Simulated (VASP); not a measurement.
Calculation: PBE GGA, VASP's PBE PAW potentials (set 64) (plane waves; VASP).

Input for VASP

**INCAR**
```
SYSTEM=In31ZnP32
PREC=Normal; ENCUT=400; LREAL=Auto
LASPH=.TRUE.; ISYM=0; NELECT=264.0
EDIFF=1E-5; NELM=100; NELMIN=4
ALGO=Fast; LMAXMIX=4
ISMEAR=0; SIGMA=0.05
GGA=PE
IBRION=2; NSW=60; ISIF=2
EDIFFG=-0.03
LWAVE=.TRUE.; LCHARG=.FALSE.
```

KPOINTS:
```
Regular mesh
0
Gamma
1 1 1
0 0 0
```

File POSCAR:
```
In31ZnP32
1.0
 11.9995217336   0.0000000000   0.0000000000
  0.0000000000  11.9995217336   0.0000000000
  0.0000000000   0.0000000000  11.9995217336
In P Zn
31 32 1
Cartesian
  5.9997608668   0.0000000000   0.0000000000
  8.9996413002   2.9998804334   0.0000000000
  8.9996413002   0.0000000000   2.9998804334
  0.0000000000   0.0000000000   0.0000000000
  2.9998804334   2.9998804334   0.0000000000
  5.9997608668   5.9997608668   0.0000000000
  8.9996413002   8.9996413002   0.0000000000
  2.9998804334   0.0000000000   2.9998804334
  5.9997608668   2.9998804334   2.9998804334
  8.9996413002   5.9997608668   2.9998804334
  5.9997608668   0.0000000000   5.9997608668
  8.9996413002   2.9998804334   5.9997608668
  8.9996413002   0.0000000000   8.9996413002
  0.0000000000   5.9997608668   0.0000000000
  2.9998804334   8.9996413002   0.0000000000
  0.0000000000   2.9998804334   2.9998804334
  2.9998804334   5.9997608668   2.9998804334
  5.9997608668   8.9996413002   2.9998804334
  0.0000000000   0.0000000000   5.9997608668
  2.9998804334   2.9998804334   5.9997608668
  8.9996413002   8.9996413002   5.9997608668
  2.9998804334   0.0000000000   8.9996413002
  5.9997608668   2.9998804334   8.9996413002
  8.9996413002   5.9997608668   8.9996413002
  0.0000000000   8.9996413002   2.9998804334
  0.0000000000   5.9997608668   5.9997608668
  2.9998804334   8.9996413002   5.9997608668
  0.0000000000   2.9998804334   8.9996413002
  2.9998804334   5.9997608668   8.9996413002
  5.9997608668   8.9996413002   8.9996413002
  0.0000000000   8.9996413002   8.9996413002
  7.4997010835   1.4999402167   1.4999402167
 10.4995815169   4.4998206501   1.4999402167
 10.4995815169   1.4999402167   4.4998206501
  1.4999402167   1.4999402167   1.4999402167
  4.4998206501   4.4998206501   1.4999402167
  7.4997010835   7.4997010835   1.4999402167
 10.4995815169  10.4995815169   1.4999402167
  4.4998206501   1.4999402167   4.4998206501
  7.5044648936   4.5475787466   4.5404270316
 10.4995815169   7.4997010835   4.4998206501
  7.4997010835   1.4999402167   7.4997010835
 10.4995815169   4.4998206501   7.4997010835
 10.4995815169   1.4999402167  10.4995815169
  1.4999402167   7.4997010835   1.4999402167
  4.4998206501  10.4995815169   1.4999402167
  1.4999402167   4.4998206501   4.4998206501
  4.5106322192   7.5192123058   4.5039484856
  7.4997010835  10.4995815169   4.4998206501
  1.4999402167   1.4999402167   7.4997010835
  4.5122281556   4.5476987418   7.5166324087
  7.4753780529   7.4578467517   7.5174723752
 10.4995815169  10.4995815169   7.4997010835
  4.4998206501   1.4999402167  10.4995815169
  7.4997010835   4.4998206501  10.4995815169
 10.4995815169   7.4997010835  10.4995815169
  1.4999402167  10.4995815169   4.4998206501
  1.4999402167   7.4997010835   7.4997010835
  4.4998206501  10.4995815169   7.4997010835
  1.4999402167   4.4998206501  10.4995815169
  4.4998206501   7.4997010835  10.4995815169
  7.4997010835  10.4995815169  10.4995815169
  1.4999402167  10.4995815169  10.4995815169
  5.9943250835   5.9715979893   6.0391792957
```

POTCAR, in this order: In P Zn (PBE.64 set). Program: vasp_gam.

Task: What will the output report for the number of irreducible k-points (NKPTS), largest plane-wave count, FFT grid (NGX, NGY, NGZ)?

Result: 
```
Item                                          Result
--------------------------------------  ------------
number of irreducible k-points (NKPTS)             1
largest plane-wave count                       15720
FFT grid (NGX, NGY, NGZ)                60 × 60 × 60
```

The cell is a supercell with a defect, built from InP (zinc blende): Zn_In, charge +1. The run is not spin-polarised, so no state with unpaired spins was tried.
